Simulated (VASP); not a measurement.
Output of a VASP run:

File OUTCAR:
```
 ion  position               nearest neighbor table
   1  0.000  0.000  0.000-
  LATTYP: Found a body centered cubic cell.
 ALAT       =     4.2742025974
 Subroutine PRICEL returns:
 Original cell was already a primitive cell.
 Subroutine GETGRP returns: Found 48 space group operations
The static configuration has the point symmetry O_h .
The dynamic configuration has the point symmetry O_h .
 Subroutine INISYM returns: Found 48 space group operations
 Subroutine IBZKPT returns following result:
 Found     72 irreducible k-points:

 Following reciprocal coordinates:
            Coordinates               Weight
  0.000000  0.000000  0.000000      1.000000
  0.083333  0.000000  0.000000     12.000000
  0.166667  0.000000  0.000000     12.000000
  0.250000  0.000000  0.000000     12.000000
  0.333333  0.000000  0.000000     12.000000
  0.416667  0.000000  0.000000     12.000000
  0.500000  0.000000  0.000000      6.000000
  0.083333  0.083333  0.000000     24.000000
  0.166667  0.083333  0.000000     48.000000
  0.250000  0.083333  0.000000     48.000000
  0.333333  0.083333  0.000000     48.000000
  0.416667  0.083333 -0.000000     48.000000
  0.166667  0.166667  0.000000     24.000000
  0.250000  0.166667  0.000000     48.000000
  0.333333  0.166667  0.000000     48.000000
  0.416667  0.166667  0.000000     24.000000
  0.250000  0.250000  0.000000     24.000000
  0.333333  0.250000  0.000000     48.000000
  0.333333  0.333333  0.000000      8.000000
  0.083333  0.083333  0.083333      8.000000
  0.166667  0.083333  0.083333     24.000000
  0.250000  0.083333  0.083333     24.000000
  0.333333  0.083333  0.083333     24.000000
  0.416667  0.083333  0.083333     12.000000
 -0.083333  0.083333  0.083333      6.000000
  0.166667  0.166667  0.083333     24.000000
  0.250000  0.166667  0.083333     48.000000
  0.333333  0.166667  0.083333     48.000000
 -0.166667  0.166667  0.083333     24.000000
  0.250000  0.250000  0.083333     24.000000
  0.333333  0.250000  0.083333     24.000000
 -0.250000  0.250000  0.083333     24.000000
 -0.166667  0.250000  0.083333     24.000000
 -0.333333  0.333333  0.083333     24.000000
 -0.250000  0.333333  0.083333     48.000000
 -0.416667  0.416667  0.083333     24.000000
 -0.333333  0.416667  0.083333     48.000000
 -0.250000  0.416667  0.083333     24.000000
  0.500000  0.500000  0.083333     12.000000
 -0.416667  0.500000  0.083333     48.000000
   k-points           NKPTS =     72   k-points in BZ     NKDIM =     72   number of bands    NBANDS=      8
   number of dos      NEDOS =    301   number of ions     NIONS =      1
   total plane-waves  NPLWV =  21952
   dimension x,y,z NGX =    28 NGY =   28 NGZ =   28
   dimension x,y,z NGXF=    56 NGYF=   56 NGZF=   56
   ions per type =               1
   PREC   = accura    normal or accurate (medium, high low for compatibility)
   ISTART =      0    job   : 0-new  1-cont  2-samecut
   ICHARG =      2    charge: 1-file 2-atom 10-const
   ISPIN  =      1    spin polarized calculation?
   LNONCOLLINEAR =      F non collinear calculations
   LSORBIT =      F    spin-orbit coupling
   INIWAV =      1    electr: 0-lowe 1-rand  2-diag
   ENCUT  =  520.0 eV  38.22 Ry    6.18 a.u.   6.88  6.88  6.88*2*pi/ulx,y,z
   NELM   =    100;   NELMIN=  2; NELMDL= -5     # of ELM steps
   EDIFF  = 0.1E-06   stopping-criterion for ELM
   LREAL  =      F    real-space projection
   NLSPLINE    = F    spline interpolate recip. space projectors
   LMAXMIX     =    6 max onsite mixed and CHGCAR
   VOSKOWN=      0    Vosko Wilk Nusair interpolation
   EDIFFG = 0.1E-05   stopping-criterion for IOM
   NSW    =      0    number of steps for IOM
   NBLOCK =      1;   KBLOCK =      1    inner block; outer block
   IBRION =     -1    ionic relax: 0-MD 1-quasi-New 2-CG
   NFREE  =      0    steps in history (QN), initial steepest desc. (CG)
...
```

File OSZICAR:
```
       N       E                     dE             d eps       ncg     rms          rms(c)
DAV:   1     0.245646375064E+02    0.24565E+02   -0.42114E+03  1160   0.946E+02
DAV:   2     0.109785343226E+02   -0.13586E+02   -0.13425E+02  1504   0.120E+02
DAV:   3     0.106200326650E+02   -0.35850E+00   -0.35359E+00  1760   0.173E+01
DAV:   4     0.106174642700E+02   -0.25684E-02   -0.25681E-02  1680   0.157E+00
DAV:   5     0.106174222863E+02   -0.41984E-04   -0.41984E-04  1744   0.117E-01    0.106E+01
DAV:   6     0.102733895917E+02   -0.34403E+00   -0.24297E+00  1536   0.188E+01    0.366E+00
DAV:   7     0.101776865036E+02   -0.95703E-01   -0.18908E-01  1792   0.598E+00    0.145E+00
DAV:   8     0.101173484412E+02   -0.60338E-01   -0.98776E-02  1160   0.459E+00    0.388E-01
DAV:   9     0.101604561404E+02    0.43108E-01   -0.86624E-02  1608   0.387E+00    0.219E-01
DAV:  10     0.101102754327E+02   -0.50181E-01   -0.78810E-02  1496   0.350E+00    0.218E-01
DAV:  11     0.101100626549E+02   -0.21278E-03   -0.50848E-04  1936   0.254E-01    0.993E-02
DAV:  12     0.101101905968E+02    0.12794E-03   -0.93130E-05  1824   0.118E-01    0.177E-02
DAV:  13     0.101100198167E+02   -0.17078E-03   -0.13707E-04  1216   0.148E-01    0.150E-02
DAV:  14     0.101100510292E+02    0.31212E-04   -0.22323E-05  1296   0.485E-02    0.115E-02
DAV:  15     0.101100506347E+02   -0.39452E-06   -0.61463E-07  1752   0.719E-03    0.769E-03
DAV:  16     0.101100484782E+02   -0.21565E-05   -0.12660E-06  1288   0.114E-02    0.416E-03
DAV:  17     0.101100479588E+02   -0.51945E-06   -0.13846E-07  1248   0.387E-03    0.210E-03
DAV:  18     0.101100474443E+02   -0.51444E-06   -0.77904E-08  1240   0.312E-03    0.917E-04
DAV:  19     0.101100472326E+02   -0.21176E-06   -0.24900E-08   776   0.172E-03    0.520E-04
DAV:  20     0.101100475280E+02    0.29547E-06   -0.16634E-08   688   0.181E-03    0.502E-04
DAV:  21     0.101100473833E+02   -0.14471E-06   -0.26025E-09   656   0.914E-04    0.236E-04
DAV:  22     0.101100473821E+02   -0.12101E-08   -0.18781E-09   624   0.515E-04
   1 F= 0.10110047E+02 E0= 0.10109981E+02  d E =0.199449E-03
```

OUTCAR:
```
------------------------ aborting loop because EDIFF is reached ----------------------------------------
  FORCE on cell =-STRESS in cart. coord.  units (eV):
  Direction    XX          YY          ZZ          XY          YZ          ZX
  --------------------------------------------------------------------------------------
  Total        0.1453188      0.1453188      0.1453188     -0.0000000     -0.0000000      0.0000000
  in kB        5.9634424      5.9634424      5.9634424     -0.0000000     -0.0000000      0.0000000
  external PRESSURE =       5.9634424 kB  Pullay stress =       0.0000000 kB
  volume of cell :       39.04
      direct lattice vectors                 reciprocal lattice vectors
    -2.137101299  2.137101299  2.137101299     0.000000000  0.233961769  0.233961769
     2.137101299 -2.137101299  2.137101299     0.233961769  0.000000000  0.233961769
     2.137101299  2.137101299 -2.137101299     0.233961769  0.233961769  0.000000000
 POSITION                                       TOTAL-FORCE (eV/Angst)
 -----------------------------------------------------------------------------------
      0.00000      0.00000      0.00000         0.000000      0.000000     -0.000000
 -----------------------------------------------------------------------------------
    total drift:                                0.000000      0.000000      0.000000
  FREE ENERGIE OF THE ION-ELECTRON SYSTEM (eV)
  ---------------------------------------------------
  free  energy   TOTEN  =        10.1100473821 eV

  energy  without entropy=       10.1098479332  energy(sigma->0) =       10.10998090
```
(Selected blocks of OUTCAR.)

POSCAR:
```
Eu
1
   -2.1371012987     2.1371012987     2.1371012987
    2.1371012987    -2.1371012987     2.1371012987
    2.1371012987     2.1371012987    -2.1371012987
Eu
1
Direct
  0.0000000000   0.0000000000   0.0000000000
```

Reconstruct the remaining input files.

One answer among several that fit: the input of the run itself, MS2 meta-GGA, plane waves, VASP's PBE PAW potentials (set 64).

**INCAR**
```
! general
SYSTEM =Eu
PREC   =Accurate
ENCUT  =520
LREAL  =F
LASPH  =T

! electronic loop
EDIFF  =1E-7
NELM   =100
ALGO   =Normal
LMAXMIX=6
LMIXTAU=T

! smearing
ISMEAR =1
SIGMA  =0.1

! functional
METAGGA=MS2

! ions
ISIF   =2

! output
LWAVE  =F
LCHARG =F
```

File KPOINTS:
```
Automatic mesh
0
G
  12 12 12
0 0 0
```

POTCAR, in this order: Eu_2 (PBE.64 set). Program: vasp_std.

The 4f electrons are frozen in the core of the lanthanide potential, so 4f levels, which can set the real gap, and their magnetism are missing.

The compound is Eu in the bcc structure. This cell is one point of a volume scan, at 0.97 of the reference volume.
